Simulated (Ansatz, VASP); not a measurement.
# Cross-check of Ti19Si9O56 between VASP and Ansatz, part 2 of 2

One calculation is typed for both programs; each brings its own data sets. How far apart do they land? The structure shown is frame 105 of Ansatz's trajectory.

VASP 6.6.1 and Ansatz 0.2.0.

So far: Set-up; Ansatz: dynamics, PBE.

## Step 3: VASP: single point, PBE

Level of this step: PBE, no spin polarisation; plane waves and PAW (Ti_sv, Si, O) (VASP).

The same cell, functional and mesh now go to VASP, with its own data sets.

Lines of VASP's logs that name or quote its potential files are left out, and so is its time.

The input, INCAR:

```
SYSTEM = Ti19Si9O56
PREC = Accurate
ENCUT = 520
EDIFF = 1E-06
NELM = 120
ISMEAR = 0
SIGMA = 0.01
LREAL = Auto
ALGO = Normal
GGA = PE
NBANDS = 360
LASPH = .TRUE.
LORBIT = 11
LWAVE = .FALSE.
LCHARG = .FALSE.
ISIF = 2
GGA_COMPAT = .FALSE.
EFERMI = MIDGAP
NCORE = 2
```

The input, POSCAR:

```
Ti19Si9O56
1.0
   10.3218600000      0.0000000000      0.0000000000
    0.0000000000     10.3218600000      0.0000000000
    0.0000000000      0.0000000000     10.3218600000
Ti Si O
19 9 56
Direct
    0.7084575842      0.4554217941      0.6469182880
    0.2032385636      0.4438541116      0.8861774913
    0.5858827769      0.7416492764      0.3190413356
    0.4273260827      0.3032786726      0.1427068377
    0.4720757693      0.7160628026      0.6573137012
    0.9732548204      0.9020370360      0.1401200946
    0.2422916025      0.6374432515      0.3997244683
    0.8880666857      0.8031595081      0.7790553253
    0.7307597662      0.2775856289      0.9791839843
    0.8380078784      0.1233401732      0.6963279874
    0.0171190076      0.4631045180      0.5941758559
    0.1386765564      0.0889083944      0.8580817798
    0.8879988684      0.9012135410      0.4787218583
    0.6011029020      0.0129240273      0.8065213053
    0.3906272707      0.9739620572      0.0669065459
    0.0811966060      0.1975031632      0.3922355079
    0.0557651431      0.2408965051      0.0913595030
    0.4051885997      0.6201111040      0.0612389627
    0.2360136642      0.7849263602      0.8752298520
    0.6975777621      0.5723774591      0.9271197245
    0.6820379273      0.9802206192      0.1225844954
    0.7754319473      0.2172089139      0.2842026534
    0.3206011320      0.9614449334      0.3918964218
    0.0554648096      0.5832185284      0.1475703023
    0.6214674487      0.0322422509      0.4838178390
    0.3730626069      0.2327971897      0.7149002215
    0.7958739995      0.5109544210      0.2352289219
    0.4598008498      0.3784492330      0.4648483897
    0.0299267768      0.7273107754      0.0867091784
    0.3447925083      0.3754555865      0.8019000451
    0.5560335056      0.6244901597      0.9661630753
    0.0605801668      0.8271958736      0.8274090135
    0.2088189532      0.0705202357      0.4182870142
    0.8314683594      0.2895311504      0.6661686944
    0.6590188203      0.0859825652      0.6260402679
    0.9219559265      0.7862923930      0.6006766222
    0.9695442488      0.8940442905      0.3128505909
    0.7643777381      0.5205457156      0.0730294734
    0.4730155224      0.6385283273      0.2270036602
    0.7554839922      0.3706405628      0.2907615488
    0.1958852377      0.6159742527      0.2245525516
    0.0535368625      0.3171037003      0.5043180202
    0.9767231875      0.0827660906      0.8063759826
    0.4494345011      0.3298145877      0.3182469051
    0.7182135778      0.6357671970      0.3020676506
    0.3637813340      0.7933841381      0.0206261275
    0.3616111825      0.4406473252      0.0595822846
    0.9248236267      0.1917871391      0.3046640819
    0.9525221230      0.5222702110      0.2556128450
    0.7099786279      0.8997700027      0.4531353845
    0.3664746470      0.5189471665      0.4749919104
    0.6800518511      0.1437434726      0.3818400947
    0.0908944706      0.4743428026      0.7528294319
    0.2463800129      0.1472215279      0.7246174624
    0.5867062719      0.8988980668      0.2154941067
    0.4102845805      0.2732647023      0.5696357052
    0.7097945525      0.4225885645      0.8503699915
    0.8049324443      0.9006128740      0.0770888193
    0.7216916331      0.1222647856      0.1595739528
    0.8523463794      0.5267752130      0.6056079040
    0.5206716619      0.8643984708      0.7399344692
    0.2798526622      0.9769363274      0.9165111714
    0.4713394679      0.9936193671      0.4571559777
    0.7325617670      0.1544973483      0.8555047249
    0.1020746261      0.5871616162      0.4871505717
    0.5819106246      0.3055747704      0.0651917387
    0.2713851961      0.8118013614      0.4299515785
    0.1498664000      0.2725284009      0.2475425941
    0.6056466567      0.4085600851      0.5044245901
    0.0566564553      0.0481599247      0.0782804650
    0.3726363272      0.1496823247      0.0819619720
    0.1444410213      0.2539077259      0.9299002312
    0.7886175554      0.9396077839      0.7934810199
    0.7960483866      0.6730666760      0.8601453614
    0.5709532972      0.9768781983      0.9990059931
    0.8883476428      0.2847742558      0.0602313924
    0.9268968965      0.0665480834      0.5350004747
    0.2933482919      0.7567628315      0.7108990046
    0.4792256434      0.1467080546      0.7967071826
    0.5179008435      0.7399829101      0.4891075833
    0.3293301789      0.9537912741      0.2312761460
    0.5908624996      0.5900583810      0.6929952547
    0.2464768947      0.6169043176      0.9365947610
    0.0829404778      0.4595780218      0.0497778501
```

The input, KPOINTS:

```
Automatic mesh
0
Gamma
1 1 1
0 0 0
```

PAW data sets: Ti_sv, Si and O (PBE family, release 64).

Started as:

```sh
$ mpirun -np 8 vasp_gam
```

Numbers of over 12 decimals in the logs are rounded to 6 here.

The log of the run:

```text
[banner, memory and clock lines left out]
running    8 mpi-ranks, on    1 nodes
[...]
LDA part: xc-table for (Slater+PW92), standard interpolation
 POSCAR, INCAR and KPOINTS ok, starting setup
[...]
entering main loop
       N       E                     dE             d eps       ncg     rms          rms(c)
DAV:   1     0.107956829101E+05    0.10796E+05   -0.33141E+05   720   0.195E+03
DAV:   2     0.171420082442E+04   -0.90815E+04   -0.86252E+04   728   0.596E+02
DAV:   3    -0.641608299506E+03   -0.23558E+04   -0.22414E+04   864   0.268E+02
DAV:   4    -0.882054529669E+03   -0.24045E+03   -0.23947E+03   960   0.964E+01
[...]
DAV:  18    -0.711322986873E+03   -0.99338E-05   -0.31169E-05  1056   0.151E-02    0.128E-02
DAV:  19    -0.711322999545E+03   -0.12672E-04   -0.15850E-05   832   0.103E-02    0.773E-03
DAV:  20    -0.711323000536E+03   -0.99144E-06   -0.53987E-06   752   0.648E-03
   1 F= -.71132300E+03 E0= -.71132300E+03  d E =0.000000E+00
```

Parts of OUTCAR (step 3):

```text
  FREE ENERGIE OF THE ION-ELECTRON SYSTEM (eV)
  ---------------------------------------------------
  free  energy   TOTEN  =      -711.3230005364 eV

  energy  without entropy=     -711.3230005364  energy(sigma->0) =     -711.32300054

[... 1 further part left out ...]
```

The run ends at a pressure of 0.00 GPa, with forces up to 3.5 eV/Å.

## Step 4: Comparison

Known differences besides the potentials themselves: fixed occupations in Ansatz, narrow Gaussian smearing in VASP; the cutoff is 420 eV in Ansatz and 520 eV in VASP (PREC = Accurate, projectors in real space). Total energies have different zeros and are not compared.

Forces on 9 of the 84 atoms, those with the largest forces and the largest differences (eV/Å; atoms numbered as in POSCAR):

```csv
atom,"Ansatz x, y, z","VASP x, y, z"
Ti1,"-1.984, -1.641, 0.885","-2.065, -1.734, 0.929"
Ti16,"0.685, -1.956, -1.175","0.685, -2.072, -1.159"
Si20,"1.106, -1.983, 1.375","1.130, -1.998, 1.381"
Si21,"-2.459, -1.832, -1.552","-2.484, -1.808, -1.591"
Si26,"0.524, 1.705, 2.201","0.553, 1.737, 2.184"
Si28,"-1.828, 2.589, -0.109","-1.865, 2.585, -0.113"
O34,"-0.252, 0.691, -0.255","-0.249, 0.807, -0.277"
O54,"-2.384, -0.972, -0.157","-2.419, -0.989, -0.178"
O59,"0.966, 2.458, -0.378","0.985, 2.503, -0.355"
```

The forces differ by 34 meV/Å r.m.s., which is 3.8 % of the r.m.s. force of 0.894 eV/Å (both taken over all components).

## Step 5: What came out

| Item | Value |
| --- | --- |
| r.m.s. force difference (single point, PBE) | 3.8 % of the r.m.s. force |

The r.m.s. force difference is 3.8 % of the r.m.s. force (single point, PBE), beyond the 3 % picked in this series as the mark of a large difference. What causes the difference of the single point, PBE pair stays open here. 2 further runs of this series are not shown here. Such differences can come from data sets, numerical settings and the points named under the comparisons, not from the functional's error against experiment.

[Lines on the potential files, build, host, timing and source positions are cut from VASP's logs without a mark.]

[Logs are printed without paths, hosts, clocks, repeated set-up lines and the standing remarks that a program may print on its own settings, such as how far it seeks lower states.]

[Hosts, paths, dates, database ids (printed as entryN), source tags and the programs' standing remarks are cut or masked in the printed files.]
